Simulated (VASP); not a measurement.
Data:

```
Re
1.0
    2.80706     0.00000     0.00000
   -1.40353     2.43098     0.00000
    0.00000     0.00000     9.07025
Re
4
Direct
  0.00000   0.00000   0.00000
  0.00000   0.00000   0.50000
  0.33333   0.66667   0.25000
  0.66667   0.33333   0.75000
```

The numbers are results of PBE GGA, VASP's PBE PAW potentials (set 64) (plane waves; VASP), not measurements. Run with 300 eV cut-off, 11×11×3 Γ-centred mesh shifted by (0.5, 0.5, 0.5), first-order Methfessel-Paxton smearing of 0.050 eV, potentials Re.

At this cut-off the stress carries a Pulay error, which pulls relaxed volumes low. Unless said otherwise, spin-orbit coupling is left out, though it shifts the bands of the heavy elements here.

Problem. Estimate the energy per atom (σ→0), pressure, band gap (on the k-mesh) with the smallest direct gap where there is one.

Solution. 
```yaml
band gap (on the k-mesh): none (metal, semimetal or under 0.01 eV)
energy per atom (σ→0): -12.384 eV/atom
pressure: -143.2 kbar
```

The absolute energy has meaning only against runs of the same code, potentials and settings.

The structure comes from a computed database's Re entry; how it stands against other phases isn't given here. The cell was not relaxed at this level.
